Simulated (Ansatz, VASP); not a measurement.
## Cross-check of TaO2 (1T-TaO2 bilayer, AA) between VASP and Ansatz

Wanted: the spread between two codes on one cell, functional and k mesh. The cell is taken from a series of runs on this material, whose earlier steps may have relaxed, scaled, displaced or heated it; both programs get it as it stands.

Method: plane waves, with VASP 6.6.1 beside it; single point at LDA, in Ansatz 0.2.0.

**1. The structure**

The cell holds 6 atoms: 4 O and 2 Ta. Cell: a = 2.994 Å, b = 2.994 Å, c = 24.883 Å, α = 90.0°, β = 90.0°, γ = 120.0°. Vacuum lies along c.

**2. VASP: single point, LDA**

With cell and atoms fixed, the geometry can't cause a difference; cores, projectors, grids and the points listed under the comparison can.

Lines of VASP's logs that name or quote its potential files are left out, and so is its time.

File INCAR:

```
SYSTEM = TaO2
PREC = Accurate
ENCUT = 520
EDIFF = 1E-06
NELM = 120
ISMEAR = -1
SIGMA = 0.05
LREAL = .FALSE.
ALGO = Normal
GGA = PW92
NBANDS = 29
LASPH = .TRUE.
LORBIT = 11
LWAVE = .FALSE.
LCHARG = .FALSE.
ISIF = 2
LDIPOL = .TRUE.
IDIPOL = 3
DIPOL = 0.5 0.5 0.5
LVHAR = .TRUE.
GGA_COMPAT = .FALSE.
NELMDL = -8
KPAR = 2
```

File POSCAR:

```
TaO2
1.0
    2.9943296855      0.0000000000      0.0000000000
   -1.4971648428      2.5931655750      0.0000000000
    0.0000000000      0.0000000000     24.8831013465
O Ta
4 2
Direct
    0.6666666667      0.3333333333      0.3616912488
    0.3333333333      0.6666666667      0.4504246750
    0.6666666667      0.3333333333      0.5495753250
    0.3333333333      0.6666666667      0.6383087512
    0.0000000000      0.0000000000      0.4060591545
    0.0000000000      0.0000000000      0.5939408455
```

File KPOINTS:

```
Automatic mesh
0
Gamma
18 18 1
0 0 0
```

The projector-augmented-wave data sets are O and Ta_pv (LDA family, release 64).

Launch:

```
mpirun -np 2 vasp_std
```

Numbers of over 12 decimals in the logs are rounded to 6 here.

What it wrote:

```text
[banner, memory and clock lines left out]
running    2 mpi-ranks, on    1 nodes
 distrk:  each k-point on    1 cores,    2 groups
 distr:  one band on    1 cores,    1 groups

 POSCAR found type information on POSCAR O Ta
 POSCAR found :  2 types and       6 ions
|                                                                             |
|               ----> ADVICE to this user running VASP <----                  |
|                                                                             |
|     You enforced a specific xc type in the INCAR file but a different       |
|     [... a line on the potential file left out ...]
|     I HOPE YOU KNOW WHAT YOU ARE DOING!                                     |
|                                                                             |

 LDA part: xc-table for (Slater(with rela. corr.)+PW92), standard interpolation
 POSCAR, INCAR and KPOINTS ok, starting setup
 FFT: planning ... GRIDC
 FFT: planning ... GRID_SOFT
 FFT: planning ... GRID
 WAVECAR not read
 entering main loop
       N       E                     dE             d eps       ncg     rms          rms(c)
DAV:   1     0.421040757231E+03    0.42104E+03   -0.24734E+04  2466   0.138E+03
DAV:   2    -0.329778276936E+02   -0.45402E+03   -0.44530E+03  2790   0.361E+02
DAV:   3    -0.710436883655E+02   -0.38066E+02   -0.37298E+02  2530   0.106E+02
DAV:   4    -0.720722345496E+02   -0.10285E+01   -0.10188E+01  2866   0.180E+01
DAV:   5    -0.720898204675E+02   -0.17586E-01   -0.17554E-01  2673   0.223E+00
DAV:   6    -0.720904269272E+02   -0.60646E-03   -0.60616E-03  2850   0.380E-01
DAV:   7    -0.720904497328E+02   -0.22806E-04   -0.22799E-04  2701   0.671E-02
DAV:   8    -0.720904507054E+02   -0.97256E-06   -0.97209E-06  2759   0.134E-02    0.412E+01
DAV:   9    -0.632870878643E+02    0.88034E+01   -0.58488E+01  2329   0.477E+01    0.186E+01
DAV:  10    -0.628346597259E+02    0.45243E+00   -0.60221E+00  2416   0.151E+01    0.101E+01
DAV:  11    -0.626353527202E+02    0.19931E+00   -0.70560E-01  2684   0.627E+00    0.659E-01
DAV:  12    -0.626357786048E+02   -0.42588E-03   -0.37195E-02  2551   0.130E+00    0.224E-01
DAV:  13    -0.626355924056E+02    0.18620E-03   -0.44949E-03  2644   0.530E-01    0.152E-01
DAV:  14    -0.626355570440E+02    0.35362E-04   -0.14065E-03  2660   0.260E-01    0.435E-02
[...]
DAV:  19    -0.626361087942E+02   -0.28996E-04   -0.12298E-06  1932   0.470E-03    0.151E-03
DAV:  20    -0.626361397506E+02   -0.30956E-04   -0.18839E-06  1979   0.497E-03    0.123E-03
DAV:  21    -0.626361511380E+02   -0.11387E-04   -0.71263E-07  1744   0.303E-03    0.112E-03
DAV:  22    -0.626361541565E+02   -0.30185E-05   -0.21005E-07  1628   0.265E-03    0.213E-04
DAV:  23    -0.626361569270E+02   -0.27705E-05   -0.22217E-07  1632   0.191E-03    0.652E-04
DAV:  24    -0.626361581932E+02   -0.12662E-05   -0.90388E-08  1628   0.158E-03    0.131E-04
DAV:  25    -0.626361592691E+02   -0.10759E-05   -0.54110E-08  1618   0.747E-04    0.932E-05
DAV:  26    -0.626361594929E+02   -0.22375E-06   -0.24127E-08  1628   0.424E-04
   1 F= -.62636159E+02 E0= -.62618297E+02  d E =-.357255E-01
```

Parts of OUTCAR (step 2):

```text
ion  position               nearest neighbor table
   1  0.667  0.333  0.362-   5 2.05   5 2.05   5 2.05
   2  0.333  0.667  0.450-   5 2.05   5 2.05   5 2.05
   3  0.667  0.333  0.550-   6 2.05   6 2.05   6 2.05
   4  0.333  0.667  0.638-   6 2.05   6 2.05   6 2.05
   5  0.000  0.000  0.406-   2 2.05   2 2.05   2 2.05   1 2.05   1 2.05   1 2.05
   6  0.000  0.000  0.594-   3 2.05   3 2.05   3 2.05   4 2.05   4 2.05   4 2.05

  LATTYP: Found a hexagonal cell.
 ALAT       =     2.9943296855
 C/A-ratio  =     8.3100740266

 Subroutine GETGRP returns: Found 12 space group operations
 (whereof 12 operations were pure point group operations)

The static configuration has the point symmetry D_3d.

 Found     37 irreducible k-points:

   k-points           NKPTS =     37   k-points in BZ     NKDIM =     37   number of bands    NBANDS=     29

   dimension x,y,z NGX =    24 NGY =   24 NGZ =  192
   dimension x,y,z NGXF=    48 NGYF=   48 NGZF=  384

   ENCUT  =  520.0 eV  38.22 Ry    6.18 a.u.   5.57  5.57 46.27*2*pi/ulx,y,z

   NELECT =      46.0000    total number of electrons

 k-points in reciprocal lattice and weights: Automatic mesh
   0.00000000  0.00000000  0.00000000       0.003
   0.05555556  0.00000000  0.00000000       0.019
   0.11111111  0.00000000  0.00000000       0.019
   0.16666667  0.00000000  0.00000000       0.019
   0.22222222  0.00000000  0.00000000       0.019
   0.27777778  0.00000000  0.00000000       0.019
   0.33333333  0.00000000  0.00000000       0.019
   0.38888889  0.00000000  0.00000000       0.019
   0.44444444  0.00000000  0.00000000       0.019
[...]
0.33333333  0.27777778  0.00000000       0.037
   0.33333333  0.33333333  0.00000000       0.006

 dipolmoment           0.000000      0.000000     -0.000000 electrons x Angstroem

 average (electrostatic) potential at core
       1 -79.5535       2 -79.5656       3 -79.5656       4 -79.5535       5 -46.5339
       6 -46.5339

 E-fermi :  -1.5097

 k-point     1 :       0.0000    0.0000    0.0000
  band No.  band energies     occupation
    ...
     18      -5.7652      2.00000
     19      -5.6439      2.00000
     20      -5.6439      2.00000
     21      -5.5952      2.00000
     22      -5.5952      2.00000
     23      -1.3883      0.16209
     24      -1.3883      0.16209
     25      -1.3624      0.09990
     26      -1.3624      0.09990
     27       0.2616      0.00000
    ...

 k-point     2 :       0.0556    0.0000    0.0000
  band No.  band energies     occupation
    ...
     18      -5.8577      2.00000
     19      -5.7953      2.00000
     20      -5.7145      2.00000
     21      -5.6759      2.00000
     22      -5.6609      2.00000
     23      -1.4053      0.22058
     24      -1.3743      0.12515
     25      -1.2886      0.02375
     26      -1.2634      0.01443
     27       0.2613      0.00000
    ...

 k-point     3 :       0.1111    0.0000    0.0000
  band No.  band energies     occupation
    ...
     19      -6.1225      2.00000
     20      -5.8935      2.00000
     21      -5.8302      2.00000
     22      -5.5753      2.00000
     23      -1.4725      0.64461
     24      -1.4231      0.30090
     25      -1.0180      0.00011
     26      -0.9954      0.00007
     27       0.2650      0.00000
     28       0.3367      0.00000
    ...

  Total        0.7105893      0.7105893      0.3597767     -0.0000000      0.0000000      0.0000000
  in kB        5.8924357      5.8924357      2.9833844     -0.0000000      0.0000000      0.0000000
  external PRESSURE =       4.9227520 kB  Pullay stress =       0.0000000 kB

  energy-cutoff  :      520.00
  volume of cell :      193.21
      direct lattice vectors                 reciprocal lattice vectors
     2.994329685  0.000000000  0.000000000     0.333964561  0.192814529  0.000000000
    -1.497164843  2.593165575  0.000000000     0.000000000  0.385629059  0.000000000
     0.000000000  0.000000000 24.883101346     0.000000000  0.000000000  0.040187917

 POSITION                                       TOTAL-FORCE (eV/Angst)
 -----------------------------------------------------------------------------------
      1.49716      0.86439      9.00000        -0.000000     -0.000000     -0.101655
     -0.00000      1.72878     11.20796         0.000000      0.000000      0.102951
      1.49716      0.86439     13.67514        -0.000000     -0.000000     -0.102951
     -0.00000      1.72878     15.88310         0.000000      0.000000      0.101655
      0.00000      0.00000     10.10401        -0.000000      0.000000     -0.002603
      0.00000      0.00000     14.77909        -0.000000     -0.000000      0.002603
 -----------------------------------------------------------------------------------
    total drift:                                0.000000     -0.000000     -0.000000

  FREE ENERGIE OF THE ION-ELECTRON SYSTEM (eV)
  ---------------------------------------------------
  free  energy   TOTEN  =       -62.6361594929 eV

  energy  without entropy=      -62.6004339853  energy(sigma->0) =      -62.61829674

 vacuum level on the upper side and lower side of the slab         3.905         3.905

 total charge
# of ion       s       p       d       tot
------------------------------------------
    1        1.564   3.464   0.000   5.028
    2        1.565   3.463   0.000   5.027
    3        1.565   3.463   0.000   5.027
    4        1.564   3.464   0.000   5.028
    5        0.324   6.301   2.328   8.952
    6        0.324   6.301   2.328   8.952
--------------------------------------------------
tot          6.904  26.456   4.655  38.015

[... 3 further parts left out ...]
```

**3. Ansatz: single point, LDA**

Ansatz runs on its default PAW (the set named soft_2) files.

The same cell, functional (in two slightly different forms), mesh and smearing now go to Ansatz, which takes its cutoff from its data sets.

File input.yaml:

```yaml
crystal:
  lattice:
    - [2.9943296855, 0.0, 0.0]
    - [-1.4971648428, 2.593165575, 0.0]
    - [0.0, 0.0, 24.8831013465]
  atoms:
    - { symbol: O, position: [0.6666666667, 0.3333333333, 0.3616912488] }
    - { symbol: Ta, position: [0.0, 0.0, 0.4060591545] }
    - { symbol: O, position: [0.3333333333, 0.6666666667, 0.450424675] }
    - { symbol: O, position: [0.6666666667, 0.3333333333, 0.549575325] }
    - { symbol: Ta, position: [0.0, 0.0, 0.5939408455] }
    - { symbol: O, position: [0.3333333333, 0.6666666667, 0.6383087512] }
kpoints:
  mp_grid: { grid: [18, 18, 1] }
  band_path:
    path: [[0, 0, 0], [0.5, 0, 0], [0.33333333, 0.33333333, 0], [0, 0, 0]]
    npoints: 16
hamiltonian:
  xc: lda
scf:
  occupations: { method: fermi_dirac, width: 0.05 }
  convergence: { dr2_threshold: 1.0e-10 }
efield:
  axis: 3
  dipole_correction: true
  ramp_position: 0.97
  ramp_width: 0.06
  amplitude: 0
output:
  dos: { projected: true, e_range: [-6, 5] }
  bader: true
  write_potential: true
  write_density: true
  volumetric_format: npy
  elf: true
```

Launch:

```
ansatz run input.yaml --threads 2 --pin off --max-ram 3072MiB --backend cpu --events-out ev --progress --plain --runs-dir out
```

What it wrote:

```text
Engine: ansatz 0.2.0, aarch64-unknown-linux-gnu
Pseudopotentials: kind: paw
Pseudopotential: O, paw, valence charge 6, recommended cutoff 420 eV (normal), O.paw.azcp
Pseudopotential: Ta, paw, valence charge 13, recommended cutoff 420 eV (normal), Ta.paw.azcp
Functional definition: SPW92
  exchange = slater_x
  correlation = pw_c
Crystal: 6 atoms, lattice volume = 193.212 Å³
Basis set: ecut = 420 eV, 3659 PW (Γ)
Bands: 31, of which v1, the nominal top of the filled ones, is band 25 counted from 1 (24 counted from 0)
Symmetry: 6 space group operations
k-points: 37 of 324 (time reversal used)
Non-local potential: O, projectors of the file, l = 0: 2, l = 1: 2, l = 2: 1
Non-local potential: Ta, projectors of the file, l = 0: 3, l = 1: 2, l = 2: 2, l = 3: 1
PAW form: soft (Blöchl's): semilocal exchange-correlation on the pseudo side does not see the compensation charge
PAW frozen core: O, regenerated for the run's functional, and the local potential with it (the file was generated under x = pbe(κ = 0.804, μ = 0.219515), c = pbe(β = 0.066725))
PAW frozen core: Ta, regenerated for the run's functional, and the local potential with it (the file was generated under x = pbe(κ = 0.804, μ = 0.219515), c = pbe(β = 0.066725))
PAW one-centre angular grid: O, 110 points (default); XC on 64 Gauss nodes
PAW one-centre angular grid: Ta, 590 points (default); XC on 64 Gauss nodes
Initial density: superposition of atomic densities (neutral atoms: chi_scale 0, normalization atom), corrected by the library's trained network
Initial wavefunctions: pseudopotential atomic-orbital guess
Functional: x = slater, c = lda
SCF iter   1: F=—  HF=-21590.405038 eV  |F-HF|=—  |Δ(HF+E_count)|=         —  Δρ=1.49e-2  dr2=4.16e-1  ethr=1.77e-3  p=0.000 e·Å  D=1.03e-14 V/Å  ΔV_dip=-0.00 eV  dr2_dipole=5.81e-7  V_vac-E_F(+/−)=5.59/5.59 eV  ⟨swp⟩=9.2  Hψ=6578  notcnv=0  defer=10
efield: sawtooth ramp at fractional position 0.9700 (set: `efield.ramp_position`, or a place that a band, a saddle search or an elastic batch's reference lends), width 0.0600; the density the first Hamiltonian is built on has a dipole p = 0.000 e·Å; the dipole correction subtracts the counter field D = 1.03e-14 V/Å, which shifts the + side's vacuum level by -0.00 eV against the − side's; the planar-averaged density in the ramp window peaks in size at 3.2e-6 e/Å³
preconditioner: auto → LDOS  [metal: Δε(μ)=0.017 eV  Ē_g=11.058 eV  σ=0.050 eV  W_gap=0.09  n_scr=16 (ndim 8)  ℏωp=15.6 eV  f_vac=0.621  D(μ)=4.63/eV (n_scr^D=16)  β→1.0]
SCF iter   2: F=—  HF=-21590.325659 eV  |F-HF|=—  |Δ(HF+E_count)|=   7.94e-2  Δρ=5.84e-3  dr2=3.76e-2  ethr=8.33e-4  p=0.000 e·Å  D=2.69e-6 V/Å  ΔV_dip=-0.00 eV  dr2_dipole=5.59e-7  V_vac-E_F(+/−)=5.55/5.55 eV  ⟨swp⟩=2.7  Hψ=2165  notcnv=0  defer=19
SCF iter   3: F=—  HF=-21590.316051 eV  |F-HF|=—  |Δ(HF+E_count)|=   9.61e-3  Δρ=2.34e-3  dr2=1.10e-2  ethr=7.53e-5  p=0.000 e·Å  D=7.87e-6 V/Å  ΔV_dip=-0.00 eV  dr2_dipole=2.72e-8  V_vac-E_F(+/−)=5.43/5.43 eV  ⟨swp⟩=2.4  Hψ=1996  notcnv=0  defer=19
SCF iter   4: F=—  HF=-21590.314142 eV  |F-HF|=—  |Δ(HF+E_count)|=   1.91e-3  Δρ=9.23e-4  dr2=1.99e-3  ethr=2.21e-5  p=0.000 e·Å  D=2.54e-6 V/Å  ΔV_dip=-0.00 eV  dr2_dipole=1.58e-8  V_vac-E_F(+/−)=5.40/5.40 eV  ⟨swp⟩=2.2  Hψ=1682  notcnv=0  defer=19
SCF iter   5: F=—  HF=-21590.313814 eV  |F-HF|=—  |Δ(HF+E_count)|=   3.28e-4  Δρ=1.94e-4  dr2=1.03e-4  ethr=3.99e-6  p=0.000 e·Å  D=3.01e-7 V/Å  ΔV_dip=-0.00 eV  dr2_dipole=2.68e-9  V_vac-E_F(+/−)=5.38/5.38 eV  ⟨swp⟩=2.3  Hψ=1738  notcnv=0  defer=19
SCF iter   6: F=—  HF=-21590.313804 eV  |F-HF|=—  |Δ(HF+E_count)|=   1.00e-5  Δρ=4.80e-5  dr2=4.91e-6  ethr=2.06e-7  p=-0.000 e·Å  D=-2.81e-7 V/Å  ΔV_dip=0.00 eV  dr2_dipole=4.78e-11  V_vac-E_F(+/−)=5.37/5.37 eV  ⟨swp⟩=2.4  Hψ=1900  notcnv=0  defer=19
SCF iter   7: F=—  HF=-21590.313852 eV  |F-HF|=—  |Δ(HF+E_count)|=   4.77e-5  Δρ=5.04e-6  dr2=5.04e-8  ethr=9.81e-9  p=-0.000 e·Å  D=-1.72e-7 V/Å  ΔV_dip=0.00 eV  dr2_dipole=3.00e-12  V_vac-E_F(+/−)=5.37/5.37 eV  ⟨swp⟩=3.1  Hψ=2384  notcnv=0  defer=19
SCF iter   8: F=—  HF=-21590.313852 eV  |F-HF|=—  |Δ(HF+E_count)|=   9.95e-8  Δρ=1.49e-6  dr2=7.70e-9  ethr=1.01e-10  p=-0.000 e·Å  D=-4.64e-8 V/Å  ΔV_dip=0.00 eV  dr2_dipole=5.05e-13  V_vac-E_F(+/−)=5.37/5.37 eV  ⟨swp⟩=2.8  Hψ=2237  notcnv=0  defer=19
SCF iter   9: F=—  HF=-21590.313852 eV  |F-HF|=—  |Δ(HF+E_count)|=   4.19e-9  Δρ=3.07e-7  dr2=5.40e-10  ethr=1.54e-11  p=-0.000 e·Å  D=-1.19e-8 V/Å  ΔV_dip=0.00 eV  dr2_dipole=1.14e-14  V_vac-E_F(+/−)=5.37/5.37 eV  ⟨swp⟩=2.5  Hψ=1674  notcnv=0  defer=19
SCF iter  10: F=-21590.313852 eV  HF=-21590.313852 eV  |F-HF|=6.18e-11  |Δ(HF+E_count)|=  3.71e-10  Δρ=1.54e-7  dr2=5.83e-11  ethr=1.00e-12  p=0.000 e·Å  D=5.12e-10 V/Å  ΔV_dip=-0.00 eV  dr2_dipole=6.08e-17  V_vac-E_F(+/−)=5.37/5.37 eV  ⟨swp⟩=9.7  Hψ=4031  notcnv=0
SCF 1 converged in 10 iterations: F = -21590.313852 eV  dr2 = 5.83e-11
  greatest PAW one-centre occupation: 1.000 electrons in one spin orbital (limit 2), on the Ta atom at site 1 (counted from 0), in its partial waves of l = 0
NSCF: frozen V_eff on 49 k-points
efield: sawtooth ramp at fractional position 0.9700 (kept from the solve that this one continues, or follows in the run), width 0.0600; the density the first Hamiltonian is built on has a dipole p = 0.000 e·Å; the dipole correction subtracts the counter field D = 5.12e-10 V/Å, which shifts the + side's vacuum level by -0.00 eV against the − side's; the planar-averaged density in the ramp window peaks in size at 1.8e-6 e/Å³
WARN: The output density's exchange-correlation potential varies sharply where the density is thin. Do not read a vacuum level from v_tot or v_xc, or from such a field of the output density. On a cell that repeats whose density bears no net charge and no dipole along the vacuum's axis use v_es (v_loc + v_h of the components); under efield.dipole_correction with no amplitude use v_es + v_field, which holds any externa [...]
SCF converged after 10 iterations
Free energy (F): -21590.313852 eV
Harris-Foulkes:  -21590.313852 eV  (|F-HF|=6.18e-11)
Internal energy: -21590.278732 eV  (E = F + TS)
E sigma→0 (E₀):  -21590.296292 eV
Entropy (-TS):   -0.035120 eV (-5.853 meV/atom)
Fermi energy:    1.400761 eV
Dipole field:    D = -0.000000 V/Å  (p = -0.000000 e·Å, saw-weighted, corrected)
Work function:   Φ+ = 5.3705 eV   Φ− = 5.3705 eV
Levels:          The Fermi level and band energies are counted from a zero that moves with the ramp; work functions are not
--- Per-component energies (eV) ---
  E_band       = -954.360540
  E_kinetic    = 1431.662604
  E_local      = -54666.585828  (includes V_loc(G=0)·N_el)
  E_nonlocal   = 240.060246
  E_hartree    = 26602.263631
  E_xc         = -723.175680
  E_vxc        = -780.308132  (∫ρ·V_xc dr)
  E_paw        = -16886.767943  (= ΣΔE_a)
  E_vpaw       = -383.726727  (= ΣTr[D̂ρ^β])
  E_aug_tail   = 0.010319  (compensation charges beyond the density's cutoff)
  E_efield     = 0.000000  (sawtooth field / dipole correction)
  E_vefield    = 0.000000  (∫n·V_field dr)
  E_ewald      = 22411.348427
  E_core_change = 0.905492  (= ΣΔE_core)
  E_smearing   = -0.035120  (= −TS)
  E_closure    = -0.000000  (closes the sum)
  Σ components = -21590.313852   (vs F -21590.313852, Δ=0.00e0)
--- Band table (eV; the first three rows and the last of 37) ---
  k-point 0: bands = [... 21 lower, -2.7541, -2.7053, -2.7053, 1.5351, 1.5351, 1.5609, 1.5609, 3.1635, ... 2 higher]
  k-point 1: bands = [... 21 lower, -2.8243, -2.7901, -2.7709, 1.5168, 1.5475, 1.6340, 1.6591, 3.1641, ... 2 higher]
  k-point 2: bands = [... 21 lower, -3.0026, -2.9397, -2.6929, 1.4462, 1.4953, 1.9030, 1.9256, 3.1698, ... 2 higher]
  k-point 36: bands = [... 21 lower, -4.0873, -3.5811, -3.3479, 2.2595, 2.4396, 2.9468, 2.9468, 2.9809, ... 2 higher]
--- Bader charges: 6 sites ---
  site symbol  charge [e]  shift [e]
     0      O     -1.1967     0.0019
     1     Ta      2.3933     0.0039
     2      O     -1.1966     0.0019
     3      O     -1.1966     0.0019
     4     Ta      2.3933     0.0039
     5      O     -1.1967     0.0019
  estimated error of the sums over rays = 5.3e-4 e
```

**4. Side by side**

Known differences besides the potentials themselves: the data sets hold 50 valence electrons in Ansatz (on its default PAW (the set named soft_2) files) and 46 in VASP; the cutoff is 420 eV in Ansatz and 520 eV in VASP; VASP's log shows a relativistic correction to its local exchange, Ansatz's none. Total energies have different zeros and are not compared.

Both answers:

| quantity | Ansatz | VASP | difference |
| --- | --- | --- | --- |
| work function, lower of the two faces (eV) | 5.37 | 5.41 | -0.04 |
| work function, higher of the two faces (eV) | 5.37 | 5.41 | -0.04 |

With vacuum in the cell, a pressure given here is an average over mostly empty space and none of the material.

**5. Outcome**

| Property | Result |
| --- | --- |
| difference in work function, lower of the two faces (single point, LDA) | -0.044 eV |

**Reading.** The difference in work function, lower of the two faces is -0.044 eV (single point, LDA). The data sets hold unlike numbers of valence electrons (50 in Ansatz and 46 in VASP), so part of the differences comes from the potentials. How closely two codes agree says nothing of how well the functional describes the real material.

[Lines on the potential files, build, host, timing and source positions are cut from VASP's logs without a mark.]

[Logs are printed without paths, hosts, clocks, repeated set-up lines and the standing remarks that a program may print on its own settings, such as how far it seeks lower states.]

[Hosts, paths, dates, database ids (printed as entryN), source tags and the programs' standing remarks are cut or masked in the printed files.]
